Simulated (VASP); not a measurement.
Data:

```yaml
crystal:
  lattice:
    - [0.00000, 1.76000, 1.76000]
    - [1.76000, 0.00000, 1.76000]
    - [1.76000, 1.76000, 0.00000]
  atoms:
    - { symbol: Ni, position: [0.00000, 0.00000, 0.00000], spin: 0.8 }
```

Computed with PBE GGA, VASP's PBE PAW potentials (set 64) (plane waves; VASP). Run with 400 eV cut-off, 16×16×16 Γ-centred mesh, first-order Methfessel-Paxton smearing of 0.10 eV, potentials Ni.

Task: Give the stress tensor in GPa (positive for a compressed cell).

Result: 
```
-1.26   0.00   0.00
 0.00  -1.26   0.00
 0.00   0.00  -1.26
```
The pressure is its mean diagonal, -1.26 GPa.

The compound is Ni in the fcc structure. The cell was not relaxed at this level.
